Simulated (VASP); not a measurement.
Runs of VASP 6.6.1 on SrTiO3 (Tausonite). Symmetry: Pm-3m, No. 221, cubic system. Conventional cell: a = 3.895 Å, b = 3.895 Å, c = 3.895 Å, α = 90.00°, β = 90.00°, γ = 90.00°. Around Sr (site symmetry m-3m) lie 12 O at 2.75 Å. Ti (site symmetry m-3m) is surrounded by 6 O at 1.95 Å. O (site symmetry 4/mmm) is surrounded by 2 Ti at 1.95 Å. 

```tsv
task	level	cell	k mesh	cutoff (eV)	grid for exact exchange (PRECFOCK)	screening parameter	exchange at q = 0	share of exact exchange	gap on the mesh (eV)	pressure (GPa)
relaxation of cell and atoms	PBEsol	relaxed	8 × 8 × 8	600	-	-	-	-	1.82	0.0
band structure	PBE	as given	4 × 4 × 4	520	Fast	-	-	-	(a)	6.6
band structure	HSE06	as given	4 × 4 × 4	520	Fast	0.2 1/A	-	-	3.33	0.7
band structure	PBE-EpsX	as given	4 × 4 × 4	520	Fast	-	truncated	0.1596	(b)	2.7
band structure	PBE0	as given	4 × 4 × 4	520	Fast	-	truncated	-	(c)	0.6
```

Alike in all rows: potentials or basis VASP PAW PBE potentials, release 64 (Sr_sv, Ti_sv, O); no spin polarisation; smearing gaussian 0.03 eV.

**Question.** Estimate the missing entries.

**Answer.** (a) 1.85; (b) 3.23; (c) 4.06.

Caveats: the PAW data sets were made with another functional, which shifts forces and pressure a little (some runs); the relaxation stopped at its first step, so nothing moved (some runs).

A k mesh can miss the band edges, and the runs leave out spin-orbit coupling on Sr.
